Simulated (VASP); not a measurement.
Calculation: PBEsol GGA, VASP's PBE PAW potentials (set 64) (plane waves; VASP).

VASP input:

**POSCAR**
```
HfO2
1
    0.0188284730     2.5104630632     2.5104630632
    2.5292915362     0.0000000000     2.5292915362
    2.5104630632     2.5104630632     0.0188284730
Hf O
1 2
Direct
  0.0000000000   0.0000000000   0.0000000000
  0.2500000000   0.2500000000   0.2500000000
  0.7500000000   0.7500000000   0.7500000000
```

### INCAR
```
SYSTEM=HfO2
PREC=Accurate; ENCUT=600; LREAL=.False.
LASPH=.True.
EDIFF=1E-7; NELM=100; ALGO=Normal
LMAXMIX=6
ISMEAR=0; SIGMA=0.05
GGA=PS
IBRION=2; NSW=30; ISIF=2
EDIFFG=-0.01
LWAVE=.False.; LCHARG=.False.
```

### KPOINTS
```
Automatic mesh
0
G
  8 8 8
0 0 0
```

POTCAR, in this order: Hf_pv O (PBE.64 set). Program: vasp_std.

Predict the energy per atom (σ→0).

```
Item                             Value
---------------------  ---------------
energy per atom (σ→0)  -10.547 eV/atom
```

File OSZICAR:
```
...
DAV:   1    -0.316399785391E+02   -0.41082E-03   -0.39086E-01  2850   0.507E+00    0.237E-01
DAV:   2    -0.316403620732E+02   -0.38353E-03   -0.51381E-03  3865   0.607E-01    0.277E-01
DAV:   3    -0.316403268526E+02    0.35221E-04   -0.31866E-05  3452   0.576E-02    0.224E-01
DAV:   4    -0.316402829478E+02    0.43905E-04   -0.15696E-04  4007   0.122E-01    0.224E-02
DAV:   5    -0.316402852129E+02   -0.22652E-05   -0.23463E-05  3060   0.379E-02    0.958E-03
DAV:   6    -0.316402848505E+02    0.36241E-06   -0.87494E-07  3910   0.974E-03    0.781E-03
DAV:   7    -0.316402848607E+02   -0.10216E-07   -0.15495E-07  2561   0.319E-03
   2 F= -.31640285E+02 E0= -.31640285E+02  d E =-.717118E-03
```

The compound is HfO2 in the fluorite structure, the high-temperature cubic form, which is unstable at 0 K; the monoclinic form is the stable one. This cell was strained or had an atom moved on purpose. Symmetry was kept, so distortions that lower it aren't found.
